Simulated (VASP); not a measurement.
Energy against volume of SrTiO3 (cubic perovskite). These are vdW-DF-cx, VASP's PBE PAW potentials (set 64) (plane waves; VASP) values and carry that method's errors.

```json
[
 {"V (Å³/atom)": "11.188", "E (eV/atom)": "-6.19021"},
 {"V (Å³/atom)": "11.545", "E (eV/atom)": "-6.21160"},
 {"V (Å³/atom)": "11.902", "E (eV/atom)": "-6.21854"},
 {"V (Å³/atom)": "12.259", "E (eV/atom)": "-6.21315"},
 {"V (Å³/atom)": "12.616", "E (eV/atom)": "-6.19731"}
]
```

Question: Fit a third-order Birch-Murnaghan equation of state.

Answer: 
| Quantity | Value |
|---|---|
| volume per atom | 11.91 Å^3/atom |
| bulk modulus | 183 GPa |
| pressure derivative of the bulk modulus | 4.39 |
| lattice constant a | 3.906 Å |

Measured: a 3.890 Å at 0 K (computed value off by +0.4 %), as given by D. I. Bilc et al., Physical Review B (2008), arXiv:0805.0753 [cubic phase extrapolated to 0 K].

The compound is SrTiO3 in the cubic perovskite structure, the ideal cubic form; the compound distorts at low or room temperature. It was relaxed first.
